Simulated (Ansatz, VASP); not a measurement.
# Si7H2O13 in two plane-wave programs, part 2 of 2

Aim: how closely do two programs agree when they are given the same cell, functional and k mesh? Of the first pair: The structure shown is the start of the Ansatz relaxation below; VASP solves that cell, so the two are compared at the walk's first step.

VASP 6.6.1 and Ansatz 0.2.0.

So far: The starting structure; Ansatz: relaxation, PBE with D3(BJ).

## 3. VASP: single point, PBE with D3(BJ), start cell, pair 1

Level of this step: PBE with D3(BJ); plane waves and PAW (Si, H, O) (VASP).

The same cell, functional, mesh and smearing now go to VASP, with its own data sets.

Lines of VASP's logs that name or quote its potential files are left out, and so is its time.

INCAR

```
SYSTEM = Si7H2O13
PREC = Accurate
ENCUT = 520
EDIFF = 1E-06
NELM = 120
ISMEAR = -1
SIGMA = 0.05
LREAL = Auto
ALGO = Normal
GGA = PE
IVDW = 12
NBANDS = 144
LORBIT = 11
LWAVE = .FALSE.
LCHARG = .FALSE.
ISIF = 2
LASPH = .TRUE.
GGA_COMPAT = .FALSE.
EFERMI = MIDGAP
KPAR = 8
```

POSCAR

```
Si7H2O13
1.0
    8.5242750000      0.0000000000      0.0000000000
    0.0000000000      8.5242750000      0.0000000000
    0.0000000000      0.0000000000      8.5242750000
Si H O
14 4 26
Direct
    0.1604880180      0.1699470043      0.2884259365
    0.2172350141      0.7295479088      0.5472070059
    0.1569880136      0.1733269985      0.6614549624
    0.0424660162      0.0037579736      0.9872549865
    0.6905479938      0.8508508935      0.9781339762
    0.3383349317      0.4392549513      0.1232040261
    0.1488919586      0.7318010036      0.1903330195
    0.4467469668      0.2888440366      0.8133179655
    0.0138559584      0.5101080151      0.7429400154
    0.6651129861      0.5096730220      0.6110919697
    0.5331519689      0.8531339029      0.6371509601
    0.6440309586      0.9848199407      0.3070739740
    0.8763088943      0.5526069959      0.0647529555
    0.6656909825      0.3510290318      0.2707249590
    0.5594980218      0.1878909350      0.8984078998
    0.3092299345      0.0811509483      0.2767869408
    0.2917499729      0.5781749181      0.5062419971
    0.8088239762      0.9370929493      0.3337189380
    0.6591439155      0.1643100440      0.2703480355
    0.0939500427      0.3464440084      0.7022089269
    0.3449810101      0.1880749976      0.6938859903
    0.9984819823      0.5153159653      0.9283859331
    0.6733450059      0.4159110306      0.4466789258
    0.5954620188      0.8757969446      0.8157889087
    0.3445549328      0.3621469275      0.9499179696
    0.6115619217      0.8886109376      0.1499499957
    0.8092759795      0.4106180291      0.1615350279
    0.1774540357      0.7785019840      0.3737759516
    0.2230220165      0.3370940051      0.2366819466
    0.5807929707      0.9551849278      0.4810459541
    0.5132919808      0.4212049705      0.1868399365
    0.2802860067      0.6122269636      0.1334280041
    0.3452939986      0.8336439169      0.6275279716
    0.9780979614      0.6536619243      0.1867179320
    0.0948929968      0.6635039344      0.6664319253
    0.5504619454      0.4148859580      0.7300589200
    0.1477549704      0.8623249485      0.0551409944
    0.0649010033      0.1162950515      0.1390359884
    0.6034169475      0.6832699555      0.5902910218
    0.1162880128      0.1528569878      0.4712319816
    0.0950430389      0.0637629593      0.8118069865
    0.8597389221      0.9449149634      0.9738988946
    0.7436189001      0.6652690111      0.9880179839
    0.8390119981      0.5120139836      0.6771039179
```

KPOINTS

```
Automatic mesh
0
Gamma
2 2 2
0 0 0
```

Potentials, in the order of the species: Si, H and O (PBE family, release 64).

Started as:

```console
mpirun -np 8 vasp_std
```

Numbers of over 12 decimals in the logs are rounded to 6 here.

The log of the run:

```text
[banner, memory and clock lines left out]
running    8 mpi-ranks, on    1 nodes
[...]
|                                                                             |
|           W    W    AA    RRRRR   N    N  II  N    N   GGGG   !!!           |
|           W    W   A  A   R    R  NN   N  II  NN   N  G    G  !!!           |
|           W    W  A    A  R    R  N N  N  II  N N  N  G       !!!           |
|           W WW W  AAAAAA  RRRRR   N  N N  II  N  N N  G  GGG   !            |
|           WW  WW  A    A  R   R   N   NN  II  N   NN  G    G                |
|           W    W  A    A  R    R  N    N  II  N    N   GGGG   !!!           |
|                                                                             |
|     For optimal performance we recommend to set                             |
|       NCORE = 2 up to number-of-cores-per-socket                            |
|     NCORE specifies how many cores store one orbital (NPAR=cpu/NCORE).      |
|     This setting can greatly improve the performance of VASP for DFT.       |
|     The default, NCORE=1 might be grossly inefficient on modern             |
|     multi-core architectures or massively parallel machines. Do your        |
|     Unfortunately you need to use the default for GW and RPA                |
|     calculations (for HF NCORE is supported but not extensively tested      |
|     yet).                                                                   |
|                                                                             |

 LDA part: xc-table for (Slater+PW92), standard interpolation
 POSCAR, INCAR and KPOINTS ok, starting setup
[...]
entering main loop
       N       E                     dE             d eps       ncg     rms          rms(c)
DAV:   1     0.144485233198E+04    0.14449E+04   -0.10923E+05  2304   0.136E+03
DAV:   2    -0.233826102982E+03   -0.16787E+04   -0.16334E+04  2816   0.322E+02
DAV:   3    -0.365298038553E+03   -0.13147E+03   -0.13078E+03  2768   0.958E+01
DAV:   4    -0.367445434011E+03   -0.21474E+01   -0.21413E+01  2816   0.131E+01
[...]
DAV:  15    -0.321199363712E+03    0.12028E-04   -0.43638E-05  2760   0.303E-02    0.880E-03
DAV:  16    -0.321199363692E+03    0.19867E-07   -0.18912E-05  2736   0.174E-02    0.786E-03
DAV:  17    -0.321199363141E+03    0.55122E-06   -0.30874E-06  2360   0.806E-03
   1 F= -.32629351E+03 E0= -.32629351E+03  d E =-.714547E-20
```

OUTCAR, selected parts (step 3):

```text
 Edisp (eV)   -5.09415

  Total      23.96531    31.82034     0.47941     0.60796     6.34838    -0.05430
  in kB      61.98996    82.30818     1.24005     1.57258    16.42106    -0.14045
  external pressure =       48.51 kB  Pullay stress =        0.00 kB

 POSITION                                       TOTAL-FORCE (eV/Angst)
 -----------------------------------------------------------------------------------
      1.36804      1.44868      2.45862         3.220226     -1.001975     -0.306093
      1.85177      6.21887      4.66454         2.221862     -3.950466     -1.468102
      1.33821      1.47749      5.63842        -0.014611      0.893272      0.671960
      0.36199      0.03203      8.41563        -1.184391     -0.484023     -0.041510
      5.88642      7.25289      8.33788         2.085877     -0.747350      0.912738
      2.88406      3.74433      1.05022         0.171500     -2.374344      0.565769
      1.26920      6.23807      1.62245        -0.727260     -0.018000      0.377629
      3.80819      2.46219      6.93295         1.611951     -1.435393      1.534982
      0.11811      4.34830      6.33302        -0.705229     -0.134031     -0.745928
      5.66961      4.34459      5.20912        -0.216971     -0.890393     -0.065676
      4.54473      7.27235      5.43125         0.344778     -1.252025     -1.163373
      5.48990      8.39488      2.61758         3.741094     -1.065774      0.969920
      7.46990      4.71057      0.55197        -0.006566      1.944694     -0.035178
      5.67453      2.99227      2.30773        -0.559821      0.606432     -0.181702
[...]
-----------------------------------------------------------------------------------
    total drift:                                0.012190     -0.013490      0.000825

  FREE ENERGIE OF THE ION-ELECTRON SYSTEM (eV)
  ---------------------------------------------------
  free  energy   TOTEN  =      -326.2935130162 eV

  energy  without entropy=     -326.2935130162  energy(sigma->0) =     -326.29351302

[... 3 further parts left out ...]
[key lines of the parts left out:]
E-fermi :   2.8795
```

The run ends at a pressure of 4.85 GPa, with forces up to 4.8 eV/Å.

## 4. Side by side

Known differences besides the potentials themselves: the cutoff is 420 eV in Ansatz and 520 eV in VASP (PREC = Accurate, projectors in real space). Total energies have different zeros and are not compared.

Forces on 9 of the 44 atoms, those with the largest forces and the largest differences (eV/Å; atoms numbered as in POSCAR):

```csv
atom,"Ansatz x, y, z","VASP x, y, z"
Si1,"3.201, -0.970, -0.329","3.220, -1.002, -0.306"
Si2,"2.203, -3.936, -1.475","2.222, -3.950, -1.468"
Si7,"-0.773, -0.044, 0.365","-0.727, -0.018, 0.378"
Si8,"1.563, -1.400, 1.517","1.612, -1.435, 1.535"
Si12,"3.690, -1.065, 0.945","3.741, -1.066, 0.970"
O26,"-1.969, -0.585, -1.874","-1.975, -0.584, -1.886"
O28,"-1.077, 2.102, -1.875","-1.085, 2.103, -1.898"
O33,"0.322, 2.312, 1.591","0.320, 2.316, 1.589"
O35,"-1.877, 0.404, 1.852","-1.887, 0.387, 1.859"
```

The forces differ by 15 meV/Å r.m.s., which is 1.3 % of the r.m.s. force of 1.126 eV/Å (both taken over all components).

## 5. Ansatz: relaxation, PBE with D3(BJ)

This run makes the geometry at which the two programs are then compared. The cell compared in this pair holds 622.56 Å³, against 619.40 Å³ for the pair before.

The structure compared here is the end of the Ansatz relaxation.

input.yaml

```yaml
crystal:
  lattice:
    - [8.5242745171, 0.0, 0.0]
    - [0.0, 8.5242745171, 0.0]
    - [0.0, 0.0, 8.5242745171]
  atoms:
    - { symbol: Si, position: [0.160488, 0.169947, 0.288426] }
    - { symbol: Si, position: [0.217235, 0.729548, 0.547207] }
    - { symbol: Si, position: [0.156988, 0.173327, 0.661455] }
    - { symbol: Si, position: [0.042466, 0.003758, 0.987255] }
    - { symbol: Si, position: [0.690548, 0.850851, 0.978134] }
    - { symbol: Si, position: [0.338335, 0.439255, 0.123204] }
    - { symbol: Si, position: [0.148892, 0.731801, 0.190333] }
    - { symbol: Si, position: [0.446747, 0.288844, 0.813318] }
    - { symbol: Si, position: [0.013856, 0.510108, 0.74294] }
    - { symbol: Si, position: [0.665113, 0.509673, 0.611092] }
    - { symbol: Si, position: [0.533152, 0.853134, 0.637151] }
    - { symbol: Si, position: [0.644031, 0.98482, 0.307074] }
    - { symbol: Si, position: [0.876309, 0.552607, 0.064753] }
    - { symbol: Si, position: [0.665691, 0.351029, 0.270725] }
    - { symbol: H, position: [0.559498, 0.187891, 0.898408] }
    - { symbol: H, position: [0.30923, 0.081151, 0.276787] }
    - { symbol: H, position: [0.29175, 0.578175, 0.506242] }
    - { symbol: H, position: [0.808824, 0.937093, 0.333719] }
    - { symbol: O, position: [0.659144, 0.16431, 0.270348] }
    - { symbol: O, position: [0.09395, 0.346444, 0.702209] }
    - { symbol: O, position: [0.344981, 0.188075, 0.693886] }
    - { symbol: O, position: [0.998482, 0.515316, 0.928386] }
    - { symbol: O, position: [0.673345, 0.415911, 0.446679] }
    - { symbol: O, position: [0.595462, 0.875797, 0.815789] }
    - { symbol: O, position: [0.344555, 0.362147, 0.949918] }
    - { symbol: O, position: [0.611562, 0.888611, 0.14995] }
    - { symbol: O, position: [0.809276, 0.410618, 0.161535] }
    - { symbol: O, position: [0.177454, 0.778502, 0.373776] }
    - { symbol: O, position: [0.223022, 0.337094, 0.236682] }
    - { symbol: O, position: [0.580793, 0.955185, 0.481046] }
    - { symbol: O, position: [0.513292, 0.421205, 0.18684] }
    - { symbol: O, position: [0.280286, 0.612227, 0.133428] }
    - { symbol: O, position: [0.345294, 0.833644, 0.627528] }
    - { symbol: O, position: [0.978098, 0.653662, 0.186718] }
    - { symbol: O, position: [0.094893, 0.663504, 0.666432] }
    - { symbol: O, position: [0.550462, 0.414886, 0.730059] }
    - { symbol: O, position: [0.147755, 0.862325, 0.055141] }
    - { symbol: O, position: [0.064901, 0.116295, 0.139036] }
    - { symbol: O, position: [0.603417, 0.68327, 0.590291] }
    - { symbol: O, position: [0.116288, 0.152857, 0.471232] }
    - { symbol: O, position: [0.095043, 0.063763, 0.811807] }
    - { symbol: O, position: [0.859739, 0.944915, 0.973899] }
    - { symbol: O, position: [0.743619, 0.665269, 0.988018] }
    - { symbol: O, position: [0.839012, 0.512014, 0.677104] }
  symmetry: { detect: false }
kpoints:
  mp_grid: { grid: [2, 2, 2] }
scf:
  occupations: { method: fermi_dirac, width: 0.05 }
hamiltonian:
  xc: pbe
  dispersion: d3bj
  pseudopotentials: { kind: paw, azcp: { folder: soft_1 } }
output:
  forces: true
  stress: true
relax:
  f_tol: 0.04
  max_steps: 150
  escape_saddle: false
  cell: { stress_tol: 0.4, fix: [] }
```

Started as:

```console
ansatz run input.yaml --threads 5 --pin off --max-ram 12800MiB --backend cpu --events-out ev --progress --plain --runs-dir out
```

The log of the run:

```text
[...]
Crystal: 44 atoms, lattice volume = 619.402 Å³
Basis set: ecut = 420 eV, 12053 PW (Γ), exchange–correlation on 120×120×120 points (8 copies of the dense FFT grid, shifted against one another)
Bands: 152, of which v1, the nominal top of the filled ones, is band 108 counted from 1 (107 counted from 0)
Symmetry: 1 space group operations
k-points: 8
[...]
- { symbol: O, position: [0.612657, 0.868452, 0.813325] }
    - { symbol: O, position: [0.320675, 0.389341, 0.933068] }
    - { symbol: O, position: [0.635979, 0.888757, 0.152543] }
[...]
- { symbol: O, position: [0.105990, 0.085021, 0.805943] }
    - { symbol: O, position: [0.861557, 0.972572, 0.950697] }
    - { symbol: O, position: [0.777061, 0.676225, 0.996861] }
    - { symbol: O, position: [0.834476, 0.526194, 0.657710] }
[key lines of the parts left out:]
SCF converged after 4 iterations
Free energy (F): -23766.530665 eV
Fermi energy:    4.052583 eV
P = ⅓ Tr σ = 0.0518 GPa (0.518 kbar)
```

## 6. VASP: single point, PBE with D3(BJ), relaxed cell, pair 2

The same cell, functional, mesh and smearing now go to VASP, with its own data sets.

INCAR, as its differences from that of step 3:

```diff
@@ -2,3 +2,3 @@
 PREC = Accurate
-ENCUT = 520
+ENCUT = 600
 EDIFF = 1E-06
```

POSCAR

```
Si7H2O13
1.0
    9.0792158417     -0.1543095846     -0.0423068055
   -0.1543095846      8.7641982295      0.2985663093
   -0.0423068055      0.2985663093      7.8365131547
Si H O
14 4 26
Direct
    0.1836808245      0.1635061433      0.2753049573
    0.2421209784      0.6995217818      0.5556131335
    0.1583130023      0.2037220974      0.6487619551
    0.0352739528      0.0135955929      0.9834661422
    0.7217780733      0.8513187397      0.9788677852
    0.3353765153      0.4524060241      0.1235267229
    0.1509867737      0.7260816777      0.1901701986
    0.4330760251      0.2872114611      0.8280897171
    0.0000150029      0.5069705064      0.7301596911
    0.6627520381      0.4890530336      0.6226026851
    0.5379565531      0.8190461350      0.6351612300
    0.6706801441      0.0020387169      0.3077357233
    0.8880363156      0.5495325935      0.0825548627
    0.6406934423      0.3524212548      0.2647944203
    0.4771421983      0.1494451568      0.9319142438
    0.3115669183      0.0705824387      0.2446192199
    0.3093116818      0.5545942950      0.5187581239
    0.8296840186      0.0071290791      0.3489148082
    0.6134046150      0.1713147500      0.2422390790
    0.0692646046      0.3603376606      0.6521131774
    0.3368529926      0.2392755390      0.6606537423
    0.9916808706      0.4848855906      0.9376970994
    0.6468538511      0.3804210991      0.4655941676
    0.6126570206      0.8684523095      0.8133252827
    0.3206752265      0.3893405800      0.9330679661
    0.6359794661      0.8887570094      0.1525429294
    0.7954332861      0.4075688581      0.1755053089
    0.1966368504      0.7916121205      0.3733402562
    0.2336058125      0.3455914814      0.2571897384
    0.5788849293      0.9449918292      0.4794537186
    0.5085865245      0.4505095533      0.1768314845
    0.2828298172      0.6266492819      0.1212987033
    0.3589427647      0.8081763607      0.6568247097
    0.9971443097      0.6254936991      0.2222969261
    0.0965623033      0.6623160652      0.6739782696
    0.5815352282      0.3921872293      0.7820521980
    0.1255110289      0.8616475780      0.0427909750
    0.0525912367      0.1313987924      0.1351740394
    0.5894178226      0.6535053029      0.5805972393
    0.1206983631      0.1282364618      0.4691670258
    0.1059901285      0.0850206458      0.8059430071
    0.8615572910      0.9725721764      0.9506966072
    0.7770607156      0.6762251711      0.9968607814
    0.8344764819      0.5261941269      0.6577099476
```

KPOINTS is that of step 3.

Started as:

```console
mpirun -np 8 vasp_std
```

The log of the run:

```text
[banner, memory and clock lines left out]
running    8 mpi-ranks, on    1 nodes
[...]
[... a notice as in an earlier step ...]

 LDA part: xc-table for (Slater+PW92), standard interpolation
 POSCAR, INCAR and KPOINTS ok, starting setup
[...]
entering main loop
       N       E                     dE             d eps       ncg     rms          rms(c)
DAV:   1     0.150861108647E+04    0.15086E+04   -0.11699E+05  2304   0.152E+03
DAV:   2    -0.226568463901E+03   -0.17352E+04   -0.16852E+04  2816   0.332E+02
DAV:   3    -0.365918630486E+03   -0.13935E+03   -0.13860E+03  2784   0.986E+01
DAV:   4    -0.368287451518E+03   -0.23688E+01   -0.23613E+01  2840   0.138E+01
[...]
DAV:  15    -0.326340166330E+03    0.22348E-04   -0.36000E-05  2688   0.323E-02    0.807E-03
DAV:  16    -0.326340165382E+03    0.94802E-06   -0.22275E-05  2840   0.192E-02    0.638E-03
DAV:  17    -0.326340165785E+03   -0.40246E-06   -0.44279E-06  2784   0.791E-03
   1 F= -.33142011E+03 E0= -.33142011E+03  d E =0.000000E+00
```

Parts of OUTCAR (step 6):

```text
 Edisp (eV)   -5.07995

  Total      -0.25483    -0.47171    -0.47270     0.04915     0.16594     0.01731
  in kB      -0.65581    -1.21395    -1.21652     0.12650     0.42706     0.04455
  external pressure =       -1.03 kB  Pullay stress =        0.00 kB

 POSITION                                       TOTAL-FORCE (eV/Angst)
 -----------------------------------------------------------------------------------
      1.63080      1.48685      2.19848         0.012368     -0.028446      0.009031
      2.06682      6.25927      4.55268         0.010652     -0.002294      0.015428
      1.37847      1.95473      5.13816        -0.033520     -0.029006     -0.010706
      0.27655      0.40734      7.70951        -0.009101      0.019471     -0.057558
      6.38040      7.64201      7.89455        -0.039644      0.014674     -0.032436
      2.96992      3.95011      1.08890         0.000370      0.052122     -0.000893
      1.25075      6.39700      1.70067         0.037151      0.032103     -0.010222
      3.85264      2.69759      6.55677         0.043625     -0.032259      0.025725
     -0.10898      4.66119      5.87327         0.003415     -0.001509     -0.028493
      5.91546      4.36978      4.99701         0.020148     -0.008625     -0.017875
      4.73097      7.28491      5.19923         0.006644      0.053592     -0.000196
      6.07592      0.00625      2.38381        -0.006056      0.006199      0.016611
      7.97438      4.70383      0.77344        -0.016426     -0.056115      0.013110
      5.75141      3.06888      2.15318         0.015635     -0.010363      0.001407
[...]
-----------------------------------------------------------------------------------
    total drift:                               -0.005967      0.006507     -0.003736

  FREE ENERGIE OF THE ION-ELECTRON SYSTEM (eV)
  ---------------------------------------------------
  free  energy   TOTEN  =      -331.4201142339 eV

  energy  without entropy=     -331.4201142339  energy(sigma->0) =     -331.42011423

[... 1 part as in an earlier step ...]

[... 2 further parts left out ...]
[key lines of the parts left out:]
E-fermi :   2.8692
```

The run ends at a pressure of -0.10 GPa, with forces up to 0.061 eV/Å.

## 7. Side by side

What differs besides the data sets and the points named for the pairs above, as far as they apply: the cutoff is 420 eV in Ansatz and 600 eV in VASP (PREC = Accurate, projectors in real space); Ansatz's pressure holds a Pulay correction, VASP's none. Total energies have different zeros and are not compared.

Compared:

```csv
quantity,Ansatz,VASP,difference
pressure (GPa),0.05,-0.10,+0.15
gap on the k mesh (eV),6.187,6.188,-0.001
```

At this near-relaxed geometry the largest component of a force difference is 50 meV/Å. A gap on the mesh is an upper bound, since the band edges may lie between its points.

## 8. Results

| Property | Result |
| --- | --- |
| r.m.s. force difference (single point, PBE with D3(BJ), start cell, pair 1) | 1.3 % of the r.m.s. force |
| r.m.s. force difference (single point, PBE with D3(BJ), relaxed cell, pair 2) | 16 meV/Å |

What this shows: The r.m.s. force difference is 16 meV/Å (single point, PBE with D3(BJ), relaxed cell, pair 2), beyond the 12 meV/Å picked in this series as the mark of a large difference. What causes the difference of the single point, PBE with D3(BJ), relaxed cell, pair 2 pair stays open here. Such differences can come from data sets, numerical settings and the points named under the comparisons, not from the functional's error against experiment.

[Lines on the potential files, build, host, timing and source positions are cut from VASP's logs without a mark.]

[Logs are printed without paths, hosts, clocks, repeated set-up lines and the standing remarks that a program may print on its own settings, such as how far it seeks lower states.]

[Hosts, paths, dates, database ids (printed as entryN), source tags and the programs' standing remarks are cut or masked in the printed files.]
